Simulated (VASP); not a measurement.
All values below come from HSE06 screened hybrid, VASP's PBE PAW potentials (set 64) (plane waves; VASP).

VASP ran on this input.

INCAR:
```
SYSTEM = Ga35GeN36
PREC = Normal
ENCUT = 400
EDIFF = 1E-5
NELM = 50
ALGO = Normal
LREAL = Auto
LASPH = .TRUE.
ISMEAR = 0
SIGMA = 0.05
GGA = PE
LMAXMIX = 4
LWAVE = .FALSE.
LCHARG = .FALSE.
NELMIN = 4
ISYM = 0
NELECT = 288.0
HFSCREEN = 0.2
AEXX = 0.25
LHFCALC = .TRUE.
PRECFOCK = Fast
ISIF = 0
```

File POSCAR:
```
Ga35GeN36
1
    4.8683178924    -8.4321738171     0.0000000000
    4.8683178924     8.4321738171     0.0000000000
    0.0000000000     0.0000000000    10.5562839808
Ga N Ge
35 36 1
Direct
  0.2220032262   0.1107536760   0.2493510065
  0.1111586120   0.2220921606   0.9997203206
  0.2216490381   0.1101534998   0.7507772514
  0.1101310318   0.2192782745   0.5008643547
  0.2225798233   0.4447187846   0.2481544978
  0.1110886939   0.5556171283   0.9997751366
  0.2193523657   0.4427740844   0.7497709909
  0.1101332997   0.5572503711   0.5011251967
  0.2220379601   0.7777880097   0.2494968190
  0.1110022288   0.8887202804   0.9998436084
  0.2218930631   0.7777439585   0.7508340974
  0.1107552073   0.8884619768   0.5001382204
  0.5559614088   0.1112949006   0.2494023536
  0.4442530108   0.2221488133   0.9997484783
  0.5556689855   0.1109307963   0.7506944902
  0.4420495664   0.2190270267   0.5010434792
  0.5550062148   0.4446390839   0.2480552170
  0.4443409410   0.5554524126   0.9993283132
  0.5562276993   0.4426979158   0.7497385756
  0.5552622893   0.7770729435   0.2480930398
  0.4442583182   0.8887125270   0.9998370821
  0.5563570182   0.7797811155   0.7497538810
  0.4423504433   0.8888780900   0.5010255580
  0.8885297393   0.1111718542   0.2493359796
  0.7777682931   0.2222361917   0.9998151667
  0.8885778071   0.1110407608   0.7506904306
  0.7776071141   0.2220189117   0.5007184441
  0.8884592497   0.4441066064   0.2493837742
  0.7775994180   0.5555231867   0.9998289234
  0.8884604275   0.4439871996   0.7507436851
  0.7796063160   0.5570449766   0.5010651195
  0.8891060714   0.7779509332   0.2495289802
  0.7776699325   0.8887262904   0.9996046086
  0.8889146954   0.7775523174   0.7508723027
  0.7796402323   0.8888610103   0.5012633715
  0.2217557512   0.1104945230   0.4379711046
  0.1112909282   0.2228152100   0.1890172935
  0.2221917466   0.1110793266   0.9386612384
  0.1109036795   0.2216472414   0.6882432261
  0.2292462505   0.4478674695   0.4405162227
  0.1111697974   0.5551601820   0.1890166398
  0.2226890138   0.4446252312   0.9372299904
  0.1108328461   0.5554309163   0.6884877828
  0.2219131559   0.7774692318   0.4381100391
  0.1111087358   0.8888001246   0.1883000279
  0.2222594689   0.7776290233   0.9387070452
  0.1106805132   0.8883559232   0.6883896121
  0.5555331352   0.1107271556   0.4382441450
  0.4447345840   0.2227916968   0.1889641778
  0.5553245104   0.1109467389   0.9387566257
  0.4438897405   0.2214977958   0.6883638247
  0.5512143353   0.4474868773   0.4404800223
  0.4441870336   0.5554691063   0.1878056212
  0.5550771752   0.4446312225   0.9371408891
  0.4439540855   0.5549885643   0.6814457112
  0.5513644497   0.7695235328   0.4405084757
  0.4447584651   0.8885624594   0.1890450898
  0.5550586078   0.7769923708   0.9372023199
  0.4440619366   0.8885318703   0.6883506513
  0.8883666914   0.1106597982   0.4381938072
  0.7778042594   0.2222865625   0.1883314198
  0.8889455545   0.1109777185   0.9386325422
  0.7775967653   0.2220067141   0.6886576603
  0.8883671256   0.4439907919   0.4382201493
  0.7769789698   0.5553084385   0.1890438419
  0.8888849650   0.4446407252   0.9387253788
  0.7774269137   0.5553751317   0.6884036245
  0.8885611930   0.7774552916   0.4382083441
  0.7771112243   0.8885378890   0.1888689896
  0.8886015484   0.7775815851   0.9387798406
  0.7775002187   0.8884924049   0.6885640486
  0.4438248828   0.5547660865   0.4999438223
```

File KPOINTS:
```
Automatic mesh
0
Gamma
1 1 1
0 0 0
```

POTCAR, in this order: Ga N Ge (PBE.64 set). Program: vasp_gam. Read from the step before: WAVECAR.

The run wrote:

**OSZICAR**
```
       N       E                     dE             d eps       ncg     rms          rms(c)
DAV:   1    -0.532873996971E+03   -0.53287E+03   -0.22683E+01   362   0.124E+01    0.955E+00
DAV:   2    -0.533040810047E+03   -0.16681E+00   -0.71682E-01   444   0.144E+00    0.650E+00
DAV:   3    -0.532993178390E+03    0.47632E-01   -0.18057E-02   412   0.358E-01    0.379E+00
DAV:   4    -0.532973049821E+03    0.20129E-01   -0.15457E-02   404   0.230E-01    0.214E+00
DAV:   5    -0.532967133249E+03    0.59166E-02   -0.39392E-03   412   0.116E-01    0.119E+00
DAV:   6    -0.532964973629E+03    0.21596E-02   -0.86183E-04   412   0.683E-02    0.662E-01
DAV:   7    -0.532964246928E+03    0.72670E-03   -0.34380E-04   412   0.459E-02    0.367E-01
DAV:   8    -0.532964012876E+03    0.23405E-03   -0.10185E-04   412   0.255E-02    0.204E-01
DAV:   9    -0.532963939985E+03    0.72891E-04   -0.38013E-05   311   0.151E-02    0.112E-01
DAV:  10    -0.532963920465E+03    0.19520E-04   -0.15115E-05   244   0.948E-03    0.615E-02
DAV:  11    -0.532963916854E+03    0.36106E-05   -0.59382E-06   215   0.482E-03
   1 F= -.53296392E+03 E0= -.53296392E+03  d E =-.121495E-13
```

### OUTCAR
```
------------------------ aborting loop because EDIFF is reached ----------------------------------------
  volume of cell :      866.68
      direct lattice vectors                 reciprocal lattice vectors
     4.868317892 -8.432173817  0.000000000     0.102704879 -0.059296690  0.000000000
     4.868317892  8.432173817  0.000000000     0.102704879  0.059296690  0.000000000
     0.000000000  0.000000000 10.556283981     0.000000000  0.000000000  0.094730305
  FREE ENERGIE OF THE ION-ELECTRON SYSTEM (eV)
  ---------------------------------------------------
  free  energy   TOTEN  =      -532.9639168541 eV

  energy  without entropy=     -532.9639168541  energy(sigma->0) =     -532.96391685

  exchange ACFDT corr.  =         0.00000000  see jH, gK, PRB 81, 115126
```
(Selected blocks of OUTCAR.)

The cell is charged, with a uniform compensating background. The supercell is sampled at Γ alone, which is coarse: total energies, pressure and levels can be off, energies of defects by several tenths of an eV.

The cell is a supercell with a defect, built from GaN (wurtzite): Ge_Ga, charge +1. The cell's shape comes from a PBE relaxation. The run is not spin-polarised, so no state with unpaired spins was tried.
